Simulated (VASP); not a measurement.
Here is a VASP 6.6.1 calculation.

The input INCAR:

```
SYSTEM = BaTiH3
PREC     = Accurate       ! precision mode
ENCUT    = 600            ! plane-wave cutoff, eV
EDIFF    = 1E-7           ! SCF threshold, eV
ISMEAR   = 0              ! smearing method
SIGMA    = 0.03           ! smearing width, eV
LREAL    = .False.        ! projectors in reciprocal space
LASPH    = .True.         ! aspherical terms in the spheres
NELM     = 80             ! most SCF steps
ALGO     = Normal         ! electronic algorithm
ISIF     = 3              ! what is computed and relaxed
LWAVE    = .False.        ! write WAVECAR
LCHARG   = .False.        ! write CHGCAR
GGA      = PS             ! functional
IBRION   = 2              ! ionic algorithm
NSW      = 90             ! ionic steps
EDIFFG   = -0.005         ! ionic threshold
```

The input KPOINTS:

```
regular mesh
0
Gamma
  8 8 8
  0 0 0
```

POSCAR

```
BaTiH3                                  
1.0
    4.0185290360     -0.0000000000      0.0000000000
   -0.0000000000      4.0185290360      0.0000000000
   -0.0000000000      0.0000000000      4.0185290360
  Ba              Ti              H             
     1     1     3
Direct
     0.5000000000000000    0.5000000000000000    0.5000000000000000
     0.0000000000000000    0.0000000000000000    0.0000000000000000
     0.5000000000000000    0.0000000000000000    0.0000000000000000
     0.0000000000000000    0.5000000000000000    0.0000000000000000
     0.0000000000000000    0.0000000000000000    0.5000000000000000
```

Potentials or basis: VASP PAW PBE potentials, release 64 (Ba_sv, Ti_sv, H).

Command:

```sh
$ cat potpaw_PBE.64/Ba_sv/POTCAR potpaw_PBE.64/Ti_sv/POTCAR potpaw_PBE.64/H/POTCAR > POTCAR
$ mpirun -np 1 vasp_std > vasp.out
```

(1) Estimate the space group after relaxing (to 0.05 Å).

(2) What does it give for the relaxed cell?

(3) Predict the relaxed volume.

Results:

(1) Pm-3m (No. 221).

(2) a = 4.021 Å, b = 4.021 Å, c = 4.021 Å, α = 90.00°, β = 90.00°, γ = 90.00°.

(3) 13.00 Å³/atom.

Caveat: the PAW data sets were made with another functional, which shifts forces and pressure a little.
